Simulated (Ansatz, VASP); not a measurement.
# Ga2SbAs (alpha-NaFeO2 type (invented)) in two plane-wave programs, part 2 of 2

Wanted: the spread between two codes on one cell, functional and k mesh. The cell is generated by rule, not measured, and may not be a known phase. Of the first pair: The two relaxations start from unlike cells of this crystal (the structure described is Ansatz's start), so only their ends are compared.

VASP 6.6.1 and Ansatz 0.2.0.

So far: Starting point; Ansatz: relaxation of cell and atoms, PBEsol, pair 1.

## Step 3: VASP: relaxation of cell and atoms, PBEsol, pair 1

Level of this step: PBEsol; plane waves and PAW (As, Sb, Ga_d); invented cell (VASP).

Its own start cell and the same functional, mesh and smearing now go to VASP, with its own data sets.

Lines of VASP's logs that name or quote its potential files are left out, and so is its time.

File INCAR:

```
SYSTEM = Ga2SbAs
PREC = Accurate
ENCUT = 500
EDIFF = 1E-07
NELM = 120
ISMEAR = 0
SIGMA = 0.1
LREAL = .FALSE.
ALGO = Normal
GGA = PS
NBANDS = 24
LORBIT = 11
LWAVE = .FALSE.
LCHARG = .FALSE.
ISIF = 3
IBRION = 2
NSW = 80
EDIFFG = -0.005
LASPH = .TRUE.
GGA_COMPAT = .FALSE.
NELMIN = 4
KPAR = 2
```

File POSCAR:

```
Ga2SbAs
1.0
    1.8953034365      1.0942538275      6.7131050160
   -1.8953034365      1.0942538275      6.7131050160
    0.0000000000     -2.1885087052      6.7131050277
As Sb Ga
1 1 2
Direct
    0.0000000000      0.0000000000      0.0000000000
    0.5000001016      0.5000001016      0.4999998764
    0.2602496323      0.2602496323      0.2602495197
    0.7397505178      0.7397505178      0.7397501801
```

File KPOINTS:

```
Automatic mesh
0
Gamma
6 6 6
0 0 0
```

Potentials, in the order of the species: As, Sb and Ga_d (PBE family, release 64).

Started as:

```bash
$ mpirun -np 2 vasp_std
```

Numbers of over 12 decimals in the logs are rounded to 6 here.

The program printed:

```text
[banner, memory and clock lines left out]
running    2 mpi-ranks, on    1 nodes
 distrk:  each k-point on    1 cores,    2 groups
 distr:  one band on    1 cores,    1 groups

 POSCAR found type information on POSCAR AsSbGa
 POSCAR found :  3 types and       4 ions
|                                                                             |
|               ----> ADVICE to this user running VASP <----                  |
|                                                                             |
|     You enforced a specific xc type in the INCAR file but a different       |
|     [... a line on the potential file left out ...]
|     I HOPE YOU KNOW WHAT YOU ARE DOING!                                     |
|                                                                             |

 LDA part: xc-table for (Slater+PW92), standard interpolation
 POSCAR, INCAR and KPOINTS ok, starting setup
 FFT: planning ... GRIDC
 FFT: planning ... GRID_SOFT
 FFT: planning ... GRID
 WAVECAR not read
 entering main loop
       N       E                     dE             d eps       ncg     rms          rms(c)
DAV:   1     0.216921613204E+03    0.21692E+03   -0.16809E+04  1544   0.209E+03
DAV:   2     0.444921032364E+01   -0.21247E+03   -0.20757E+03  1728   0.445E+02
DAV:   3    -0.161883485265E+02   -0.20638E+02   -0.20343E+02  1880   0.111E+02
DAV:   4    -0.167111917070E+02   -0.52284E+00   -0.52223E+00  1816   0.194E+01
DAV:   5    -0.167231157316E+02   -0.11924E-01   -0.11919E-01  1936   0.274E+00    0.361E+00
DAV:   6    -0.165099780494E+02    0.21314E+00   -0.54398E-01  2280   0.953E+00    0.215E+00
DAV:   7    -0.165032188343E+02    0.67592E-02   -0.11680E-01  1760   0.226E+00    0.791E-01
DAV:   8    -0.165002498916E+02    0.29689E-02   -0.88043E-03  2048   0.982E-01    0.242E-01
DAV:   9    -0.164999394317E+02    0.31046E-03   -0.24723E-03  1960   0.385E-01    0.891E-02
DAV:  10    -0.164998968356E+02    0.42596E-04   -0.22698E-04  1752   0.119E-01    0.729E-02
DAV:  11    -0.164998692577E+02    0.27578E-04   -0.57800E-05  2376   0.413E-02    0.328E-02
DAV:  12    -0.164998621527E+02    0.71050E-05   -0.30603E-05  2288   0.366E-02    0.178E-02
DAV:  13    -0.164998617523E+02    0.40040E-06   -0.59691E-06  1992   0.167E-02    0.128E-02
DAV:  14    -0.164998611178E+02    0.63447E-06   -0.10448E-06  1456   0.573E-03    0.465E-03
DAV:  15    -0.164998613007E+02   -0.18284E-06   -0.18547E-07  1432   0.297E-03    0.163E-03
DAV:  16    -0.164998613248E+02   -0.24113E-07   -0.13784E-07  1024   0.177E-03
   1 F= -.16499861E+02 E0= -.16495499E+02  d E =-.164999E+02
 curvature:   0.00 expect dE= 0.000E+00 dE for cont linesearch  0.000E+00
 trial: gam= 0.00000 g(F)=  0.150E-05 g(S)=  0.656E-05 ort = 0.000E+00 (trialstep = 0.100E+01)
 search vector abs. value=  0.807E-05
 bond charge predicted
       N       E                     dE             d eps       ncg     rms          rms(c)
DAV:   1    -0.164999235294E+02   -0.62229E-04   -0.11358E-03  1936   0.439E-01    0.461E-02
DAV:   2    -0.164998797193E+02    0.43810E-04   -0.14875E-04  1936   0.182E-01    0.211E-02
DAV:   3    -0.164998675608E+02    0.12159E-04   -0.16500E-05  2040   0.546E-02    0.532E-03
DAV:   4    -0.164998662364E+02    0.13244E-05   -0.28523E-06  1888   0.156E-02    0.154E-03
DAV:   5    -0.164998660934E+02    0.14293E-06   -0.15132E-07  1048   0.388E-03    0.658E-04
DAV:   6    -0.164998660635E+02    0.29945E-07   -0.70736E-08   864   0.274E-03
   2 F= -.16499866E+02 E0= -.16495499E+02  d E =-.473868E-05
 trial-energy change:   -0.000005  1 .order   -0.000005   -0.000008   -0.000001
 step:   1.2104(harm=  1.2104)  dis= 0.00023  next Energy=   -16.499866 (dE=-0.488E-05)
 reached required accuracy - stopping structural energy minimisation
```

Parts of OUTCAR (step 3):

```text
ion  position               nearest neighbor table
   1  0.000  0.000  0.000-   4 2.64   3 2.64   3 2.64   4 2.64   4 2.64   3 2.64
   2  0.500  0.500  0.500-   3 2.89   3 2.89   3 2.89   4 2.89   4 2.89   4 2.89
   3  0.260  0.260  0.260-   1 2.64   1 2.64   1 2.64   2 2.89   2 2.89   2 2.89
   4  0.740  0.740  0.740-   1 2.64   1 2.64   1 2.64   2 2.89   2 2.89   2 2.89

  LATTYP: Found a trigonal (rhomboedric) cell.
 ALAT       =     7.0608317861
 COS(alpha) =     0.8558960504

 Subroutine GETGRP returns: Found 12 space group operations
 (whereof 12 operations were pure point group operations)

The static configuration has the point symmetry D_3d.

 Found     32 irreducible k-points:

   k-points           NKPTS =     32   k-points in BZ     NKDIM =     32   number of bands    NBANDS=     24

   dimension x,y,z NGX =    54 NGY =   54 NGZ =   54
   dimension x,y,z NGXF=   108 NGYF=  108 NGZF=  108

   ENCUT  =  500.0 eV  36.75 Ry    6.06 a.u.  12.87 12.87 12.87*2*pi/ulx,y,z

   NELECT =      36.0000    total number of electrons

 k-points in reciprocal lattice and weights: Automatic mesh
   0.00000000  0.00000000  0.00000000       0.005
   0.16666667  0.00000000  0.00000000       0.028
   0.33333333  0.00000000  0.00000000       0.028
   0.50000000 -0.00000000  0.00000000       0.014
   0.16666667  0.16666667  0.00000000       0.028
   0.33333333  0.16666667  0.00000000       0.056
   0.50000000  0.16666667  0.00000000       0.056
  -0.33333333  0.16666667 -0.00000000       0.056
  -0.16666667  0.16666667  0.00000000       0.028
[...]
-0.33333333  0.50000000  0.33333333       0.028
   0.50000000  0.50000000  0.50000000       0.005

 average (electrostatic) potential at core
       1 -47.9876       2 -86.1073       3 -63.8812       4 -63.8812

 E-fermi :   6.2196

 k-point     1 :       0.0000    0.0000    0.0000
  band No.  band energies     occupation
    ...
     13      -1.7178      2.00000
     14       5.6331      2.00000
     15       6.0264      1.99370
     16       6.1502      1.67400
     17       6.1502      1.67399
     18       7.7589      0.00000
     19       7.7589      0.00000
     20       9.2575      0.00000
     21       9.2575      0.00000
     22       9.6357      0.00000
    ...

 k-point     2 :       0.1667    0.0000    0.0000
  band No.  band energies     occupation
    ...
     13      -1.2967      2.00000
     14       3.4388      2.00000
     15       4.7657      2.00000
     16       5.5140      2.00000
     17       5.5527      2.00000
     18       6.8840      0.00000
     19       7.7228      0.00000
     20       8.4505      0.00000
     21      10.2585      0.00000
     22      10.5831      0.00000
    ...

 k-point     3 :       0.3333    0.0000    0.0000
  band No.  band energies     occupation
    ...
     14       1.1827      2.00000
     15       2.0134      2.00000
     16       4.6716      2.00000
     17       5.1415      2.00000
     18       5.9146      1.99998
     19       6.3275      0.12705
     20       6.8056      0.00000
     21      10.7416      0.00000
     22      11.1758      0.00000
     23      11.8663      0.00000
    ...

  Total       -0.0045781     -0.0045781      0.0046466      0.0000000     -0.0000000      0.0000000
  in kB       -0.0877664     -0.0877664      0.0890799      0.0000000     -0.0000000      0.0000000
  external PRESSURE =      -0.0288176 kB  Pullay stress =       0.0000000 kB

  energy-cutoff  :      500.00
  volume of cell :       83.57
      direct lattice vectors                 reciprocal lattice vectors
     1.895492646  1.094363067  6.714739016     0.263783667  0.152295539  0.049642046
    -1.895492646  1.094363067  6.714739016    -0.263783667  0.152295539  0.049642046
     0.000000000 -2.188727185  6.714739028     0.000000000 -0.304591078  0.049642023

 POSITION                                       TOTAL-FORCE (eV/Angst)
 -----------------------------------------------------------------------------------
     -1.89549     -1.09436     13.42948         0.000000      0.000000     -0.000000
      0.00000     -0.00000     10.07211        -0.000000      0.000000      0.000000
      0.00000     -0.00000      5.24271         0.000000     -0.000000      0.003113
      0.00000     -0.00000     14.90150         0.000000      0.000000     -0.003113
 -----------------------------------------------------------------------------------
    total drift:                                0.000000     -0.000395      0.000005

  FREE ENERGIE OF THE ION-ELECTRON SYSTEM (eV)
  ---------------------------------------------------
  free  energy   TOTEN  =       -16.4998660635 eV

  energy  without entropy=      -16.4911328557  energy(sigma->0) =      -16.49549946

 reached required accuracy - stopping structural energy minimisation

 total charge
# of ion       s       p       d       tot
------------------------------------------
    1        1.256   1.476   0.040   2.771
    2        1.201   1.173   0.035   2.409
    3        0.954   0.630   9.978  11.563
    4        0.954   0.630   9.978  11.563
--------------------------------------------------
tot          4.366   3.909  20.031  28.306

[... 3 further parts left out ...]
```

CONTCAR:

```
Ga2SbAs
   1.00000000000000
     1.8954926456686292    1.0943630674102736    6.7147390160998759
    -1.8954926456686292    1.0943630674102736    6.7147390160998759
     0.0000000000000000   -2.1887271853881778    6.7147390278455585
  As              Sb              Ga
     1     1     2
Direct
     0.0000000000000000    1.0000000000000000    1.0000000000000000
     0.5000001016000013    0.5000001016000013    0.4999998763999969
     0.2602590851537079    0.2602590851537079    0.2602589725537022
     0.7397410649462921    0.7397410649462921    0.7397407272462979
```

## Step 4: Side by side

Known differences besides the potentials themselves: the data sets hold 56 valence electrons in Ansatz (on its default PAW (the set named soft_2) files) and 36 in VASP; the cutoff is 420 eV in Ansatz and 500 eV in VASP; Ansatz makes its cores anew for this functional, VASP keeps those of its PBE data sets; Ansatz adds a Pulay correction to the stress that steers its cell, VASP none. Total energies have different zeros and are not compared.

The two programs side by side:

```
                                         quantity  Ansatz   VASP  difference
                                      volume (Å³)   83.46  83.57     -0.13 %
edge a after relaxation, in the typed setting (Å)   7.090  7.062     +0.38 %
```

## Step 5: VASP: relaxation of cell and atoms, PBEsol, pair 2

The relaxed volume is the usual yardstick between codes: in a stiff, nearly cubic crystal its relative difference is about their pressure difference at one cell divided by the bulk modulus. Its start cell is another than that of the pair before, and may be another structure of the material.

INCAR is that of step 3.

File POSCAR:

```
Ga2SbAs
1.0
    1.8899460000      1.0911610000      6.7452050000
   -1.8899460000      1.0911610000      6.7452050000
    0.0000000000     -2.1823220000      6.7452040000
As Sb Ga
1 1 2
Direct
    0.0000000000      0.0000000000      0.0000000000
    0.5000000000      0.5000000000      0.5000000000
    0.2601156061      0.2601156061      0.2601156061
    0.7398843445      0.7398843445      0.7398843445
```

File KPOINTS:

```
Automatic mesh
0
Gamma
15 15 15
0 0 0
```

Started as:

```bash
$ mpirun -np 2 vasp_std
```

The program printed:

```text
[banner, memory and clock lines left out]
running    2 mpi-ranks, on    1 nodes
[...]
[... a notice as in an earlier step ...]

 LDA part: xc-table for (Slater+PW92), standard interpolation
 POSCAR, INCAR and KPOINTS ok, starting setup
[...]
entering main loop
       N       E                     dE             d eps       ncg     rms          rms(c)
DAV:   1     0.218102271395E+03    0.21810E+03   -0.16913E+04 16616   0.211E+03
DAV:   2     0.458750822364E+01   -0.21351E+03   -0.20850E+03 18624   0.445E+02
DAV:   3    -0.161082168182E+02   -0.20696E+02   -0.20411E+02 19624   0.111E+02
DAV:   4    -0.166492946352E+02   -0.54108E+00   -0.54009E+00 19776   0.197E+01
[...]
DAV:  12    -0.164438611977E+02    0.72189E-06   -0.13323E-05 20616   0.225E-02    0.639E-03
DAV:  13    -0.164438608062E+02    0.39152E-06   -0.15250E-06 19192   0.898E-03    0.316E-03
DAV:  14    -0.164438608462E+02   -0.40037E-07   -0.73972E-08 12872   0.213E-03
   1 F= -.16443861E+02 E0= -.16439094E+02  d E =-.164439E+02
[... from here on, the cycles between the ionic steps are left out ...]
   2 F= -.16446092E+02 E0= -.16441339E+02  d E =-.223081E-02
   3 F= -.16447747E+02 E0= -.16443075E+02  d E =-.388638E-02
   4 F= -.16447832E+02 E0= -.16443190E+02  d E =-.397164E-02
   5 F= -.16447833E+02 E0= -.16443199E+02  d E =-.397199E-02
   6 F= -.16448043E+02 E0= -.16443456E+02  d E =-.209987E-03
   7 F= -.16448043E+02 E0= -.16443458E+02  d E =-.210473E-03
   8 F= -.16448183E+02 E0= -.16443625E+02  d E =-.140139E-03
   9 F= -.16448206E+02 E0= -.16443659E+02  d E =-.163191E-03
[...]
reached required accuracy - stopping structural energy minimisation
```

From OUTCAR (step 5):

```text
  Total       -0.0034397     -0.0034397     -0.0028140      0.0000000     -0.0000000      0.0000000
  in kB       -0.0659456     -0.0659457     -0.0539500      0.0000000     -0.0000000      0.0000000
  external PRESSURE =      -0.0619471 kB  Pullay stress =       0.0000000 kB

 POSITION                                       TOTAL-FORCE (eV/Angst)
 -----------------------------------------------------------------------------------
      0.00000      0.00000      0.00000         0.000000      0.000000     -0.000000
      0.00000      0.00000      9.96302         0.000000      0.000000     -0.000000
      0.00000      0.00000      5.18431         0.000000     -0.000000     -0.003121
      0.00000      0.00000     14.74173         0.000000      0.000000      0.003121
 -----------------------------------------------------------------------------------
    total drift:                               -0.000000     -0.000000      0.000350

  FREE ENERGIE OF THE ION-ELECTRON SYSTEM (eV)
  ---------------------------------------------------
  free  energy   TOTEN  =       -16.4482064983 eV

  energy  without entropy=      -16.4391123155  energy(sigma->0) =      -16.44365941

[... 1 part as in an earlier step ...]

[... 3 further parts left out ...]
[key lines of the parts left out:]
E-fermi :   6.2696
```

## Step 6: Ansatz: relaxation of cell and atoms, PBEsol, pair 2

The same cell, functional, mesh and smearing now go to Ansatz, which takes its cutoff from its data sets.

The cell is taken from a series of runs on this material, whose earlier steps may have relaxed, scaled, displaced or heated it; both programs get it as it stands.

File input.yaml:

```yaml
crystal:
  lattice:
    - [1.8899461173, 1.0911607206, 6.745204556]
    - [-1.8899461173, 1.0911607206, 6.745204556]
    - [0.0, -2.1823219781, 6.7452044691]
  atoms:
    - { symbol: As, position: [1.0, 0.0, 0.0] }
    - { symbol: Sb, position: [0.5, 0.5, 0.5] }
    - { symbol: Ga, position: [0.2601156266, 0.2601156266, 0.2601156266] }
    - { symbol: Ga, position: [0.7398843734, 0.7398843734, 0.7398843734] }
kpoints:
  mp_grid: { grid: [15, 15, 15] }
hamiltonian:
  xc: pbesol
scf:
  occupations: { method: gaussian, width: 0.1 }
output:
  forces: true
  stress: true
  eigenvalues: true
  write_density: true
  write_potential: true
  elf: true
  volumetric_format: npy
relax:
  adjacent_minimum: "off"
  f_tol: 0.005
  max_steps: 80
  cell: { stress_tol: 0.05 }
```

Started as:

```bash
$ ansatz run input.yaml --threads 2 --pin off --max-ram 5120MiB --backend cpu --events-out ev --progress --plain --runs-dir out
```

The program printed:

```text
[...]
Crystal: 4 atoms, lattice volume = 83.461 Å³
Basis set: ecut = 420 eV, 1655 PW (Γ), FFT grids on a1−a2, a2, −a2+a3, exchange–correlation on 54×96×54 points (8 copies of the dense FFT grid, shifted against one another)
Bands: 34, of which v1, the nominal top of the filled ones, is band 28 counted from 1 (27 counted from 0)
Symmetry: 12 space group operations
[...]
--- Relaxed structure (5 steps of the walk, 5 accepted, 1 SCFs on fresh bases) ---
[...]
cell:  # Å, volume = 83.3887 Å³
    - [1.904344, 1.099473, 6.637829]
    - [-1.904344, 1.099473, 6.637829]
    - [0, -2.198947, 6.637829]
  atoms:
    - { symbol: As, position: [1.0, 0.0, -5.551115123125783e-17] }
    - { symbol: Sb, position: [0.500000, 0.500000, 0.500000] }
    - { symbol: Ga, position: [0.260168, 0.260168, 0.260168] }
    - { symbol: Ga, position: [0.739832, 0.739832, 0.739832] }
[key lines of the parts left out:]
SCF converged after 6 iterations
Free energy (F): -18707.590321 eV
Fermi energy:    10.552348 eV
P = ⅓ Tr σ = 0.0058 GPa (0.058 kbar)
```

## Step 7: Differences

What differs besides the data sets and the points named for the pairs above, as far as they apply: the data sets hold 56 valence electrons in Ansatz (on its default PAW (the set named soft_2) files) and 36 in VASP. Total energies have different zeros and are not compared.

Both answers:

```
                                         quantity  Ansatz   VASP  difference
                                      volume (Å³)   83.39  83.57     -0.21 %
edge a after relaxation, in the typed setting (Å)   6.993  6.997     -0.06 %
```

## Step 8: Outcome

* difference in edge a after relaxation, in the typed setting (relaxation of cell and atoms, PBEsol, pair 1): 0.38 %
* difference in volume (relaxation of cell and atoms, PBEsol, pair 2): -0.21 %

What this shows: The difference in edge a after relaxation, in the typed setting is 0.38 % (relaxation of cell and atoms, PBEsol, pair 1), within the 1.2 % picked in this series as the mark of a large difference, as far as the stopping tolerances let one tell. The data sets hold unlike numbers of valence electrons (56 in Ansatz and 36 in VASP), so part of the differences comes from the potentials. How closely two codes agree says nothing of how well the functional describes the real material.

[Lines on the potential files, build, host, timing and source positions are cut from VASP's logs without a mark.]

[Logs are printed without paths, hosts, clocks, repeated set-up lines and the standing remarks that a program may print on its own settings, such as how far it seeks lower states.]

[Hosts, paths, dates, database ids (printed as entryN), source tags and the programs' standing remarks are cut or masked in the printed files.]
